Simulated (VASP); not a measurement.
Input:

```xyz
5
Lattice="4.0002 0.0000 0.0000 0.0000 4.0002 0.0000 0.0000 0.0000 4.0002" Properties=species:S:1:pos:R:3 pbc="T T T"
K      0.0000     0.0000     0.0000
Mg     2.0001     2.0001     2.0001
F      2.0001     0.0000     2.0001
F      0.0000     2.0001     2.0001
F      2.0001     2.0001     0.0000
```

Calculation: rev-vdW-DF2, VASP's PBE PAW potentials (set 64) (plane waves; VASP 6.6.1). Settings: 520 eV cut-off, Gaussian smearing of 0.050 eV, potentials K_sv Mg F.

**Question.** Give the energies of bands 8 to 17 at the high-symmetry points, in eV from the valence-band maximum.

**Answer.** 
```csv
band,Γ,X,M,R
8,-2.40,-2.26,-3.06,-3.85
9,-2.40,-2.26,-2.12,-1.66
10,-2.40,-2.15,-1.86,-1.66
11,-0.62,-1.43,-1.11,-1.66
12,-0.62,-0.86,-1.03,-1.11
13,-0.62,-0.85,-1.03,-1.11
14,-0.32,-0.85,-0.89,0.00
15,-0.32,-0.53,-0.89,0.00
16,-0.32,-0.53,-0.02,0.00
17,7.21,9.99,10.85,10.39
```

The gap is indirect, 7.21 eV, from the valence maximum at R to the conduction minimum at Γ.

Measured: gap 12.40 eV (computed value off by -5.19 eV), as given by M. Sahnoun et al., Materials Chemistry and Physics (2004), doi:10.1016/j.matchemphys.2004.11.019.

The compound is KMgF3 in the cubic perovskite structure. It was relaxed first.
